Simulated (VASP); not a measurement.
Output of a VASP run:

**OSZICAR**
```
...
DAV:   4    -0.305608320376E+02    0.21151E-03   -0.16674E-03  2476   0.257E-01    0.885E-02
DAV:   5    -0.305608080178E+02    0.24020E-04   -0.13259E-04  2494   0.894E-02    0.301E-02
DAV:   6    -0.305608077514E+02    0.26635E-06   -0.19864E-05  2546   0.271E-02    0.913E-03
DAV:   7    -0.305608083320E+02   -0.58053E-06   -0.11431E-06  1265   0.947E-03
  16 F= -.30560808E+02 E0= -.30547570E+02  d E =-.203274E-02
       N       E                     dE             d eps       ncg     rms          rms(c)
DAV:   1    -0.305911650354E+02   -0.30357E-01   -0.79818E-01  2016   0.855E+00    0.160E+00
DAV:   2    -0.305822610872E+02    0.89039E-02   -0.30127E-01  2540   0.362E+00    0.114E+00
DAV:   3    -0.305618852918E+02    0.20376E-01   -0.14347E-01  2359   0.227E+00    0.358E-01
DAV:   4    -0.305597571883E+02    0.21281E-02   -0.12523E-02  2348   0.778E-01    0.205E-01
DAV:   5    -0.305598399890E+02   -0.82801E-04   -0.35047E-04  2453   0.135E-01    0.588E-02
DAV:   6    -0.305598532513E+02   -0.13262E-04   -0.87629E-05  2417   0.607E-02    0.128E-02
DAV:   7    -0.305598547356E+02   -0.14843E-05   -0.30609E-06  1856   0.127E-02    0.454E-03
DAV:   8    -0.305598545508E+02    0.18482E-06   -0.21315E-07  1025   0.369E-03
  17 F= -.30559855E+02 E0= -.30546664E+02  d E =0.953781E-03
       N       E                     dE             d eps       ncg     rms          rms(c)
DAV:   1    -0.305803688468E+02   -0.20514E-01   -0.49535E-01  2017   0.678E+00    0.123E+00
DAV:   2    -0.305746578018E+02    0.57110E-02   -0.18312E-01  2503   0.284E+00    0.901E-01
DAV:   3    -0.305622408663E+02    0.12417E-01   -0.89686E-02  2330   0.182E+00    0.291E-01
DAV:   4    -0.305608540082E+02    0.13869E-02   -0.82402E-03  2325   0.626E-01    0.164E-01
DAV:   5    -0.305608865201E+02   -0.32512E-04   -0.26358E-04  2519   0.113E-01    0.480E-02
DAV:   6    -0.305608841394E+02    0.23807E-05   -0.57976E-05  2367   0.498E-02    0.109E-02
DAV:   7    -0.305608843757E+02   -0.23630E-06   -0.26109E-06  1777   0.118E-02
  18 F= -.30560884E+02 E0= -.30547657E+02  d E =-.760438E-04
       N       E                     dE             d eps       ncg     rms          rms(c)
DAV:   1    -0.305628884566E+02   -0.20043E-02   -0.13006E-01  2000   0.393E+00    0.342E-01
DAV:   2    -0.305611527961E+02    0.17357E-02   -0.68501E-03  2232   0.732E-01    0.124E-01
DAV:   3    -0.305608462372E+02    0.30656E-03   -0.94305E-04  2527   0.185E-01    0.485E-02
DAV:   4    -0.305608490148E+02   -0.27776E-05   -0.21798E-04  2351   0.914E-02    0.406E-02
DAV:   5    -0.305608296285E+02    0.19386E-04   -0.76466E-05  2523   0.576E-02    0.118E-02
DAV:   6    -0.305608287771E+02    0.85140E-06   -0.39454E-06  2038   0.136E-02
  19 F= -.30560829E+02 E0= -.30547473E+02  d E =0.555986E-04
       N       E                     dE             d eps       ncg     rms          rms(c)
DAV:   1    -0.305617197932E+02   -0.89016E-03   -0.51425E-02  2000   0.247E+00    0.213E-01
DAV:   2    -0.305610487750E+02    0.67102E-03   -0.26708E-03  2232   0.460E-01    0.793E-02
DAV:   3    -0.305609184277E+02    0.13035E-03   -0.37269E-04  2550   0.116E-01    0.283E-02
DAV:   4    -0.305609164054E+02    0.20222E-05   -0.28873E-05  2286   0.391E-02    0.137E-02
DAV:   5    -0.305609151198E+02    0.12856E-05   -0.14233E-05  2153   0.240E-02    0.803E-03
DAV:   6    -0.305609150190E+02    0.10081E-06   -0.20654E-06  1411   0.987E-03
  20 F= -.30560915E+02 E0= -.30547638E+02  d E =-.306433E-04
```

### OUTCAR
```
------------------------ aborting loop because EDIFF is reached ----------------------------------------
  FORCE on cell =-STRESS in cart. coord.  units (eV):
  Direction    XX          YY          ZZ          XY          YZ          ZX
  --------------------------------------------------------------------------------------
  Total        0.0025257      0.0025257      0.0102273      0.0000000      0.0000000      0.0000000
  in kB        0.0892759      0.0892759      0.3615041      0.0000000      0.0000000      0.0000000
  external PRESSURE =       0.1800186 kB  Pullay stress =       0.0000000 kB
  volume of cell :       45.33
      direct lattice vectors                 reciprocal lattice vectors
    -1.569326609  1.569326609  4.601210396     0.000000000  0.318607992  0.108667059
     1.569326609 -1.569326609  4.601210396     0.318607992  0.000000000  0.108667059
     1.569326609  1.569326609 -4.601210396     0.318607992  0.318607992  0.000000000
 POSITION                                       TOTAL-FORCE (eV/Angst)
 -----------------------------------------------------------------------------------
      0.00000     -0.00000      0.00000        -0.000000     -0.000000      0.000000
      0.00000      0.00000      3.20550         0.000000      0.000000      0.004036
      0.00000      0.00000      5.99692         0.000000      0.000000     -0.004036
 -----------------------------------------------------------------------------------
    total drift:                               -0.000000      0.000000      0.000000
  FREE ENERGIE OF THE ION-ELECTRON SYSTEM (eV)
  ---------------------------------------------------
  free  energy   TOTEN  =       -30.5609150190 eV

  energy  without entropy=      -30.5343607656  energy(sigma->0) =      -30.54763789

 reached required accuracy - stopping structural energy minimisation
```
(Selected blocks of OUTCAR.)

**POSCAR**
```
Ru2W
1
   -1.7227420000     1.7227420000     4.2164840000
    1.7227420000    -1.7227420000     4.2164840000
    1.7227420000     1.7227420000    -4.2164840000
W Ru
1 2
Direct
  0.0000000000   0.0000000000   0.0000000000
  0.3353000000   0.3353000000   0.0000000000
  0.6647000000   0.6647000000   0.0000000000
```

Problem. Write an INCAR and KPOINTS that could have produced this output.

Solution. Several could match; the one computed here: the input of the run itself, PBE GGA, plane waves, VASP's PBE PAW potentials (set 64).

INCAR:
```
SYSTEM = Ru2W
PREC = Accurate; ENCUT = 300; LREAL = .FALSE.
LASPH = .TRUE.
EDIFF = 1E-6; NELM = 100; ALGO = Normal
LMAXMIX = 6
ISMEAR = 0; SIGMA = 0.1
GGA = PE
IBRION = 2; NSW = 50; ISIF = 3
EDIFFG = -0.01
LWAVE = .FALSE.; LCHARG = .FALSE.
```

### KPOINTS
```
Automatic
0
gamma
 7 7 7
0 0 0
```

POTCAR, in this order: W_sv Ru_pv (PBE.64 set). Program: vasp_std.

At this cut-off the stress carries a Pulay error, which pulls relaxed volumes low. Energy and stress use the plane-wave basis of the starting cell.

The structure was generated: Ru2W was put into an ordered model structure, which need not be its known phase. This run relaxes it. Symmetry was kept, so distortions that lower it aren't found. The k-mesh is coarse (spacing up to 0.40 per Å, 2π included), so the numbers may not be converged in it. The run is one of a series of settings (EDIFFG = -0.01, IBRION = 2, ISIF = 3, NSW = 50 against the base run), some of them coarse on purpose.
